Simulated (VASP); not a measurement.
An input for Quantum ESPRESSO's pw.x (written as the equivalent of a VASP run, and not itself run):

```
&CONTROL
  calculation = 'scf'
  pseudo_dir = './pseudo'
  outdir = './out'
  tprnfor = .true.
  tstress = .true.
/
&SYSTEM
  ibrav = 0
  nat = 2
  ntyp = 2
  ecutwfc = 70
  occupations = 'tetrahedra'
  input_dft = 'vdw-df2-b86r'
/
&ELECTRONS
  conv_thr = 7.3e-09
  electron_maxstep = 100
/
ATOMIC_SPECIES
  In 114.818 In.upf
  P 30.974 P.upf
CELL_PARAMETERS angstrom
     0.0000000    2.9633379    2.9633379
     2.9633379    0.0000000    2.9633379
     2.9633379    2.9633379    0.0000000
ATOMIC_POSITIONS crystal
  In   0.0000000  0.0000000  0.0000000
  P    0.2500000  0.2500000  0.2500000
K_POINTS automatic
  9 9 9 0 0 0
```

Q: Write the VASP files for the same calculation (rev-vdW-DF2).

A: Several could match; the one computed here: 
### POSCAR
```
InP
1
    0.0000000000     2.9633379381     2.9633379381
    2.9633379381     0.0000000000     2.9633379381
    2.9633379381     2.9633379381     0.0000000000
In P
1 1
Direct
  0.0000000000   0.0000000000   0.0000000000
  0.2500000000   0.2500000000   0.2500000000
```

INCAR:
```
SYSTEM = InP
PREC = Accurate
ENCUT = 520
EDIFF = 1E-7
NELM = 100
ALGO = Normal
LREAL = .FALSE.
LASPH = .TRUE.
ISMEAR = -5
GGA = MK
PARAM1 = 0.1234568
PARAM2 = 0.7114
ZAB_VDW = -1.8867
LUSE_VDW = .TRUE.
AGGAC = 0.0
LMAXMIX = 4
LWAVE = .FALSE.
LCHARG = .TRUE.
LORBIT = 11
NEDOS = 601
ISIF = 2
```

### KPOINTS
```
Automatic mesh
0
Gamma
9 9 9
0 0 0
```

POTCAR, in this order: In_d P (PBE.64 set). Program: vasp_std.

Limits of the translation: the potentials are each code's own (VASP's PAW set, PseudoDojo norm-conserving files in pw.x), so ENCUT and ecutwfc are chosen apart and not converted; conv_thr bounds pw.x's estimated SCF error, while EDIFF bounds the energy change between steps.

The compound is InP in the zinc blende structure. It was relaxed first.
